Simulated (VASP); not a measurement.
Al2InN3, 12 atoms in the cell. The structure is hexagonal, space group P6_3mc (No. 186). The conventional cell has a = 3.265 Å, b = 3.265 Å, c = 16.053 Å, α = 90.00°, β = 90.00°, γ = 120.00°. Al (site symmetry 3m) is surrounded by 4 N at 1.90 to 1.97 Å. Around Al (site symmetry 3m) lie 4 N at 1.88 to 1.97 Å. In (site symmetry 3m) has 4 N at 2.09 to 2.21 Å as nearest neighbours. Around N (site symmetry 3m) lie 4 Al at 1.90 to 1.97 Å. Around N (site symmetry 3m) lie 1 Al at 1.88 Å and 3 In at 2.09 Å. N (site symmetry 3m) is surrounded by 3 Al at 1.97 Å and 1 In at 2.21 Å. The cell was built by a generator and needn't be a form met in nature.

| Item | Value |
| --- | --- |
| Program | VASP 6.6.1 |
| Task | single point |
| Functional | r2SCAN |
| Potentials or basis | VASP PAW PBE potentials, release 64 (Al, In_d, N) |
| Cutoff | 520 eV |
| k mesh | 8 × 8 × 2 |
| Occupations | gaussian, width 0.03 eV |
| Spin | no spin polarisation |
| Further INCAR settings | ALGO = Normal; EDIFF = 1e-06 |

Potentials or basis: VASP PAW PBE potentials, release 64 (Al, In_d, N).

The run is started by

```bash
$ cat potpaw_PBE.64/Al/POTCAR potpaw_PBE.64/In_d/POTCAR potpaw_PBE.64/N/POTCAR > POTCAR
$ mpirun -np 4 vasp_std > vasp.out
```

Hardware: 4 MPI ranks on Intel(R) Xeon(R) Platinum 8375C CPU @ 2.90GHz (Ice Lake), with other jobs on the host.

Estimate the wall time of this run.

Wall time 3.4 min on 4 MPI ranks on Intel(R) Xeon(R) Platinum 8375C CPU @ 2.90GHz (Ice Lake) (shared host), peak memory 0.34 GiB a rank. Counts: scf iterations 39, k points 20.
